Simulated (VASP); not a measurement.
# MnCuAs: the relaxed cell at several levels, part 6 of 7

Aim: relax MnCuAs with several functionals and dispersion schemes, and compare the cells. The start is a computed cell from the Materials Project.

VASP 6.6.1, plane waves and PAW; the level of theory is named at each step.

Still holding for the runs below: The magnetic order is the lowest of the few collinear ones that converged above; longer or canted patterns were not tried. The k-mesh is coarse for a metal.

So far. Step 9 (Relaxation with PBEsol): It ends at 13.55 Å³/atom, -7.3 % from the start, with -0.01 GPa left. The conventional cell has a = 3.583 and c = 6.331 Å. The largest moment is 3.10 μB. Step 10 (Relaxation with PBE): It ends at 14.50 Å³/atom, -0.8 % from the start, with 0.02 GPa left. The conventional cell has a = 3.681 and c = 6.421 Å. The largest moment is 3.40 μB.

## Step 11: Relaxation with r2SCAN

This step: r2SCAN, spin-polarised from an antiferromagnetic start; plane waves and PAW (Mn_pv, Cu, As) (VASP 6.6.1).

r2SCAN adds the kinetic-energy density, costs more than a GGA and is run with LASPH.

The input, INCAR:

```
SYSTEM = MnCuAs
PREC = Accurate
ENCUT = 520
EDIFF = 1E-06
NELM = 100
ISMEAR = -1
SIGMA = 0.05
LREAL = .FALSE.
ALGO = Normal
METAGGA = R2SCAN
LASPH = .TRUE.
NBANDS = 38
ISPIN = 2
MAGMOM = 3.21 -3.21 0 -0 0.01 -0.01
LMAXMIX = 4
LORBIT = 11
LWAVE = .FALSE.
LCHARG = .FALSE.
KPAR = 8
IBRION = 2
NSW = 60
ISIF = 3
EDIFFG = -0.01
```

The input, POSCAR:

```
MnCuAs
1.0
    3.6994910000      0.0000000000      0.0000000000
    0.0000000000      3.6994910000      0.0000000000
    0.0000000000      0.0000000000      6.4084220000
Mn Cu As
2 2 2
Direct
    0.0000000000      0.5000000000      0.1640200000
    0.5000000000      0.0000000000      0.8359800000
    0.0000000000      0.0000000000      0.5000000000
    0.5000000000      0.5000000000      0.5000000000
    0.0000000000      0.5000000000      0.7762460000
    0.5000000000      0.0000000000      0.2237540000
```

The input, KPOINTS:

```
Automatic mesh
0
Gamma
5 5 3
0 0 0
```

The projector-augmented-wave data sets are Mn_pv, Cu and As (PBE family, release 64).

Launch:

```console
> mpirun -np 8 vasp_std
```

Numbers of over 12 decimals in the logs are rounded to 6 here.

Output:

```text
[banner, memory and clock lines left out]
running    8 mpi-ranks, on    1 nodes
[...]
[... a notice as in an earlier step ...]

 [... a notice as in an earlier step ...]

 LDA part: xc-table for (None), standard interpolation
 POSCAR, INCAR and KPOINTS ok, starting setup
[...]
entering main loop
       N       E                     dE             d eps       ncg     rms          rms(c)
DAV:   1     0.530755873335E+03    0.53076E+03   -0.30429E+04  1984   0.213E+03
DAV:   2    -0.371944897425E+02   -0.56795E+03   -0.55035E+03  1842   0.503E+02
DAV:   3    -0.916579802370E+02   -0.54463E+02   -0.50919E+02  2074   0.174E+02
DAV:   4    -0.944189585263E+02   -0.27610E+01   -0.27345E+01  2564   0.395E+01
[...]
DAV:  16    -0.821743242951E+02   -0.38365E-05   -0.10092E-05  2164   0.283E-02    0.642E-03
DAV:  17    -0.821743284748E+02   -0.41798E-05   -0.26951E-06  1592   0.217E-02    0.205E-03
DAV:  18    -0.821743282308E+02    0.24406E-06   -0.36856E-07  1020   0.951E-03
   1 F= -.82174328E+02 E0= -.82166462E+02  d E =-.821743E+02  mag=     0.0000
[... from here on, the cycles between the ionic steps are left out ...]
   2 F= -.82197253E+02 E0= -.82188754E+02  d E =-.229252E-01  mag=    -0.0000
   3 F= -.82199432E+02 E0= -.82190017E+02  d E =-.251043E-01  mag=     0.0000
   4 F= -.82200154E+02 E0= -.82191004E+02  d E =-.258253E-01  mag=     0.0000
   5 F= -.82211547E+02 E0= -.82202472E+02  d E =-.113939E-01  mag=     0.0000
   6 F= -.82212061E+02 E0= -.82203173E+02  d E =-.119071E-01  mag=     0.0000
   7 F= -.82214036E+02 E0= -.82205689E+02  d E =-.197515E-02  mag=     0.0000
   8 F= -.82214405E+02 E0= -.82206885E+02  d E =-.234445E-02  mag=     0.0000
   9 F= -.82214499E+02 E0= -.82206722E+02  d E =-.243838E-02  mag=     0.0000
  10 F= -.82214499E+02 E0= -.82206749E+02  d E =-.243795E-02  mag=    -0.0000
  11 F= -.82214469E+02 E0= -.82206835E+02  d E =-.240850E-02  mag=    -0.0000
  12 F= -.82214495E+02 E0= -.82206775E+02  d E =-.243412E-02  mag=    -0.0000
  13 F= -.82214476E+02 E0= -.82206766E+02  d E =0.185477E-04  mag=    -0.0000
 trial-energy change:    0.000019  1 .order   -0.000052   -0.000174    0.000069
 step:   0.9808(harm=  0.9808)  dis= 0.00115  next Energy=   -82.214557 (dE=-0.622E-04)
 reached required accuracy - stopping structural energy minimisation
```

Run time: 4.5 min. Hardware: 8 MPI ranks of Intel Xeon 6975P-C (Granite Rapids), shared host; peak memory 2.5 GiB.

OUTCAR, selected parts (step 11):

```text
  Total       -0.0529312     -0.0529312     -0.0509962      0.0000000     -0.0000000      0.0000000
  in kB       -0.9448428     -0.9448428     -0.9103027      0.0000000     -0.0000000      0.0000000
  external PRESSURE =      -0.9333295 kB  Pullay stress =       0.0000000 kB

 POSITION                                       TOTAL-FORCE (eV/Angst)
 -----------------------------------------------------------------------------------
      0.00000      1.88249      1.00721         0.000000      0.000000      0.001598
      1.88249      0.00000      5.32477        -0.000000     -0.000000     -0.001598
      3.76497      0.00000      3.16599         0.000000      0.000000      0.000000
      1.88249      1.88249      3.16599        -0.000000      0.000000      0.000000
      0.00000      1.88249      4.84767        -0.000000     -0.000000     -0.008591
      1.88249      0.00000      1.48431         0.000000      0.000000      0.008591
 -----------------------------------------------------------------------------------
    total drift:                                0.000000      0.000000      0.000000

  FREE ENERGIE OF THE ION-ELECTRON SYSTEM (eV)
  ---------------------------------------------------
  free  energy   TOTEN  =       -82.2144762383 eV

  energy  without entropy=      -82.1990560917  energy(sigma->0) =      -82.20676616

 magnetization (x)
# of ion       s       p       d       tot
------------------------------------------
    1        0.042   0.046   3.897   3.985
    2       -0.042  -0.046  -3.897  -3.985
    3        0.000   0.000   0.000   0.000
    4        0.000   0.000   0.000   0.000
    5       -0.012   0.015  -0.002  -0.000
    6        0.012  -0.015   0.002   0.000
--------------------------------------------------
tot          0.000   0.000   0.000   0.000

[... 2 parts as in an earlier step ...]

[... 2 further parts left out ...]
[key lines of the parts left out:]
E-fermi :   8.2348
```

Step by step:

```
step  energy less that of the first step (eV)  largest force (eV/Å)  pressure (GPa)  volume (Å³)
   1                                   0.0000                0.4266            1.37        87.71
   2                                  -0.0229                0.2848           -0.31        89.30
   3                                  -0.0251                0.1852           -1.51        90.59
   4                                  -0.0258                0.2113           -1.19        90.22
   5                                  -0.0372                0.0995           -0.09        89.49
   6                                  -0.0377                0.1073            0.25        89.28
   7                                  -0.0397                0.0529            0.13        89.45
   8                                  -0.0401                0.0310            0.03        89.64
   9                                  -0.0402                0.0174            0.06        89.58
  10                                  -0.0402                0.0188            0.01        89.59
  11                                  -0.0401                0.0249            0.07        89.61
  12                                  -0.0402                0.0203            0.09        89.59
  13                                  -0.0401                0.0086           -0.09        89.76
```

```csv
"conventional cell, symmetrised",before,after,change
a (Å),3.699,3.765,+1.8 %
b (Å),3.699,3.765,+1.8 %
c (Å),6.408,6.332,-1.2 %
volume (Å³/atom),14.62,14.96,+2.3 %
```

The atoms that moved most (Å, as changes of fractional coordinates times the final cell):

```
atom     dx     dy      dz  length
 As6  0.000  0.000   0.068   0.068
 As5  0.000  0.000  -0.068   0.068
 Mn2  0.000  0.000   0.031   0.031
 Mn1  0.000  0.000  -0.031   0.031
```

Final coordinates:

```xyz
6
Lattice="3.7650 0.0000 0.0000 0.0000 3.7650 0.0000 0.0000 0.0000 6.3320" Properties=species:S:1:pos:R:3 pbc="T T T"
Mn    0.0000    1.8825    1.0072
Mn    1.8825    0.0000    5.3248
Cu    0.0000    0.0000    3.1660
Cu    1.8825    1.8825    3.1660
As    0.0000    1.8825    4.8477
As    1.8825    0.0000    1.4843
```

It ends at 14.96 Å³/atom, +2.3 % from the start, with -0.09 GPa left. The conventional cell has a = 3.765 and c = 6.332 Å. The largest moment is 3.98 μB.

## Step 12: Relaxation with PBE + D3(BJ)

This step: PBE with D3(BJ), spin-polarised from an antiferromagnetic start; plane waves and PAW (Mn_pv, Cu, As) (VASP 6.6.1).

A dispersion term adds the long-range attraction that semilocal functionals lack. D3 with Becke-Johnson damping keeps a finite attraction at short range.

INCAR, as its differences from that of step 11:

```diff
@@ -9,4 +9,4 @@
 ALGO = Normal
-METAGGA = R2SCAN
-LASPH = .TRUE.
+GGA = PE
+IVDW = 12
 NBANDS = 38
@@ -14,2 +14,3 @@
 MAGMOM = 3.21 -3.21 0 -0 0.01 -0.01
+LASPH = .TRUE.
 LMAXMIX = 4
```

POSCAR is that of step 11.

KPOINTS is that of step 11.

Launch:

```console
> mpirun -np 8 vasp_std
```

Output:

```text
[... set-up lines as in an earlier step ...]
 entering main loop
       N       E                     dE             d eps       ncg     rms          rms(c)
[... 16 cycles as in an earlier step ...]
   1 F= -.37860627E+02 E0= -.37851581E+02  d E =-.378606E+02  mag=     0.0000
[... from here on, the cycles between the ionic steps are left out ...]
   2 F= -.37963908E+02 E0= -.37956124E+02  d E =-.103281E+00  mag=     0.0000
   3 F= -.37964805E+02 E0= -.37956972E+02  d E =-.104178E+00  mag=     0.0000
   4 F= -.37985065E+02 E0= -.37977668E+02  d E =-.202603E-01  mag=     0.0000
   5 F= -.37993280E+02 E0= -.37986357E+02  d E =-.284749E-01  mag=     0.0000
   6 F= -.38003741E+02 E0= -.37997047E+02  d E =-.104616E-01  mag=     0.0000
   7 F= -.38003767E+02 E0= -.37997088E+02  d E =-.104871E-01  mag=    -0.0000
   8 F= -.38003768E+02 E0= -.37997095E+02  d E =-.104877E-01  mag=     0.0000
   9 F= -.38004008E+02 E0= -.37997389E+02  d E =-.239989E-03  mag=     0.0000
  10 F= -.38004036E+02 E0= -.37997404E+02  d E =-.268295E-03  mag=    -0.0000
  11 F= -.38004035E+02 E0= -.37997407E+02  d E =-.267915E-03  mag=    -0.0000
  12 F= -.38004036E+02 E0= -.37997406E+02  d E =-.268551E-03  mag=     0.0000
  13 F= -.38004153E+02 E0= -.37997539E+02  d E =-.116541E-03  mag=    -0.0000
 trial-energy change:   -0.000117  1 .order   -0.000125   -0.000244   -0.000007
 step:   1.2116(harm=  1.2013)  dis= 0.00240  next Energy=   -38.004153 (dE=-0.117E-03)
 reached required accuracy - stopping structural energy minimisation
```

It took 94 s on 8 MPI ranks; peak memory 2.5 GiB; 12 min of CPU time.

OUTCAR, selected parts (step 12):

```text
 Edisp (eV)   -2.82632

 Edisp (eV)   -2.82443

  Total       0.02935     0.02935     0.00604     0.00000     0.00000     0.00000
  in kB       0.57336     0.57336     0.11792     0.00000     0.00000     0.00000
  external pressure =        0.42 kB  Pullay stress =        0.00 kB

 POSITION                                       TOTAL-FORCE (eV/Angst)
 -----------------------------------------------------------------------------------
      0.00000      1.79624      0.94838        -0.000000      0.000000     -0.000282
      1.79624     -0.00000      5.40610        -0.000000     -0.000000      0.000282
      0.00000      3.59248      3.17724        -0.000000     -0.000000      0.000000
      1.79624      1.79624      3.17724         0.000000     -0.000000      0.000000
      3.59248      1.79624      4.93024        -0.000000     -0.000000      0.005535
      1.79624      3.59248      1.42424        -0.000000      0.000000     -0.005535
 -----------------------------------------------------------------------------------
    total drift:                                0.000000      0.000000      0.000000

  FREE ENERGIE OF THE ION-ELECTRON SYSTEM (eV)
  ---------------------------------------------------
  free  energy   TOTEN  =       -38.0041526316 eV

  energy  without entropy=      -37.9909257920  energy(sigma->0) =      -37.99753921

 magnetization (x)
# of ion       s       p       d       tot
------------------------------------------
    1        0.033   0.038   3.093   3.164
    2       -0.033  -0.038  -3.093  -3.164
    3        0.000   0.000   0.000   0.000
    4        0.000   0.000   0.000   0.000
    5       -0.009   0.025  -0.003   0.013
    6        0.009  -0.025   0.003  -0.013
--------------------------------------------------
tot          0.000   0.000  -0.000  -0.000

[... 2 parts as in an earlier step ...]

[... 2 further parts left out ...]
[key lines of the parts left out:]
E-fermi :   8.8379
```

It ends at 13.67 Å³/atom, -6.5 % from the start, with 0.04 GPa left. The conventional cell has a = 3.592 and c = 6.354 Å. The largest moment is 3.16 μB. Against plain PBE, the dispersion term moves a by -2.4 % and c by -1.0 %.

## Step 13: Relaxation with r2SCAN + rVV10

This step: r2SCAN with rVV10, spin-polarised from an antiferromagnetic start; plane waves and PAW (Mn_pv, Cu, As) (VASP 6.6.1).

LUSE_VDW switches on a nonlocal correlation term for dispersion.

INCAR, as its differences from that of step 12:

```diff
@@ -9,4 +9,8 @@
 ALGO = Normal
-GGA = PE
-IVDW = 12
+METAGGA = R2SCAN
+LUSE_VDW = .TRUE.
+IVDW_NL = 2
+BPARAM = 11.95
+CPARAM = 0.0093
+LASPH = .TRUE.
 NBANDS = 38
@@ -14,3 +18,2 @@
 MAGMOM = 3.21 -3.21 0 -0 0.01 -0.01
-LASPH = .TRUE.
 LMAXMIX = 4
```

POSCAR is that of step 12.

KPOINTS is that of step 12.

Launch:

```console
> mpirun -np 8 vasp_std
```

Output:

```text
[banner, memory and clock lines left out]
running    8 mpi-ranks, on    1 nodes
[...]
[... a notice as in an earlier step ...]

|                                                                             |
|               ----> ADVICE to this user running VASP <----                  |
|                                                                             |
|     You have switched on vdW-DFT.                                           |
|     This routine was written and supplied by Jiri Klimes. We recommend      |
|     that you carefully read and cite the following publications:            |
|       J. Klimes, D.R. Bowler, A. Michelides                                 |
|          J. Phys.: Cond Matt. 22 022201 (2010)                              |
|       J. Klimes, D.R. Bowler, A. Michelides                                 |
|          Phys. Rev. B. 83, 195131 (2011)                                    |
|     and references therein.                                                 |
[...]
Total rVV10 correction in eV:      1.4286061    64.4279851
Total rVV10 correction in eV:      1.4286061    64.4279851
   1 F= -.80744929E+02 E0= -.80737036E+02  d E =-.807449E+02  mag=    -0.0000
[... from here on, the cycles between the ionic steps are left out ...]
   2 F= -.80762025E+02 E0= -.80754086E+02  d E =-.170960E-01  mag=     0.0000
   3 F= -.80771966E+02 E0= -.80763524E+02  d E =-.270370E-01  mag=     0.0000
   4 F= -.80771969E+02 E0= -.80763494E+02  d E =-.270402E-01  mag=     0.0000
   5 F= -.80773786E+02 E0= -.80765150E+02  d E =-.181659E-02  mag=    -0.0000
   6 F= -.80773836E+02 E0= -.80765199E+02  d E =-.186686E-02  mag=     0.0000
   7 F= -.80774607E+02 E0= -.80766199E+02  d E =-.771203E-03  mag=     0.0000
   8 F= -.80774608E+02 E0= -.80766191E+02  d E =-.772168E-03  mag=     0.0000
   9 F= -.80774943E+02 E0= -.80766530E+02  d E =-.335547E-03  mag=    -0.0000
  10 F= -.80774924E+02 E0= -.80766519E+02  d E =-.316342E-03  mag=     0.0000
  11 F= -.80774941E+02 E0= -.80766531E+02  d E =-.333309E-03  mag=    -0.0000
  12 F= -.80775011E+02 E0= -.80766591E+02  d E =-.697909E-04  mag=     0.0000
 trial-energy change:   -0.000070  1 .order   -0.000059   -0.000082   -0.000035
 step:   1.8107(harm=  2.4882)  dis= 0.00115  next Energy=   -80.775016 (dE=-0.747E-04)
 reached required accuracy - stopping structural energy minimisation
```

The job ended after 9 min (8 MPI ranks; peak memory 3.7 GiB).

From OUTCAR (step 13):

```text
  Total       -0.0285749     -0.0285749      0.0046846      0.0000000     -0.0000000      0.0000000
  in kB       -0.5186802     -0.5186802      0.0850338      0.0000000     -0.0000000      0.0000000
  external PRESSURE =      -0.3174422 kB  Pullay stress =       0.0000000 kB

 POSITION                                       TOTAL-FORCE (eV/Angst)
 -----------------------------------------------------------------------------------
     -0.00000      1.86507      1.00635         0.000000      0.000000     -0.001612
      1.86507     -0.00000      5.33740        -0.000000     -0.000000      0.001612
      3.73014      3.73014      3.17187        -0.000000      0.000000      0.000000
      1.86507      1.86507      3.17187        -0.000000     -0.000000      0.000000
     -0.00000      1.86507      4.86654        -0.000000     -0.000000      0.009633
      1.86507     -0.00000      1.47720         0.000000      0.000000     -0.009633
 -----------------------------------------------------------------------------------
    total drift:                                0.000000     -0.000000      0.000000

  FREE ENERGIE OF THE ION-ELECTRON SYSTEM (eV)
  ---------------------------------------------------
  free  energy   TOTEN  =       -80.7750110377 eV

  energy  without entropy=      -80.7581704623  energy(sigma->0) =      -80.76659075

 magnetization (x)
# of ion       s       p       d       tot
------------------------------------------
    1        0.042   0.047   3.843   3.932
    2       -0.042  -0.047  -3.843  -3.932
    3        0.000   0.000   0.000   0.000
    4        0.000   0.000   0.000   0.000
    5       -0.012   0.023  -0.003   0.008
    6        0.012  -0.023   0.003  -0.008
--------------------------------------------------
tot          0.000   0.000  -0.000  -0.000

[... 2 parts as in an earlier step ...]

[... 2 further parts left out ...]
[key lines of the parts left out:]
E-fermi :   8.4204
```

Spin moment in the PAW sphere by atom:

| atom | spin moment in the PAW sphere (μB) |
| --- | --- |
| Mn1 | 3.93 |
| Mn2 | -3.93 |
| Cu3 | 0.00 |
| Cu4 | 0.00 |
| As5 | 0.01 |
| As6 | -0.01 |

It ends at 14.71 Å³/atom, +0.6 % from the start, with -0.03 GPa left. The conventional cell has a = 3.730 and c = 6.344 Å. The largest moment is 3.93 μB. Against plain r2SCAN, the dispersion term moves a by -0.9 % and c by +0.2 %.

[end of part 6 of 7]

[Lines on the potential files, build, host, timing and source positions are cut from VASP's logs without a mark.]

[Logs are printed without paths, hosts, clocks, repeated set-up lines and the standing remarks that a program may print on its own settings, such as how far it seeks lower states.]

[Hosts, paths, dates, database ids (printed as entryN), source tags and the programs' standing remarks are cut or masked in the printed files.]

[A measured line is paired with the nearest computed mode of its activity, which favours agreement.]
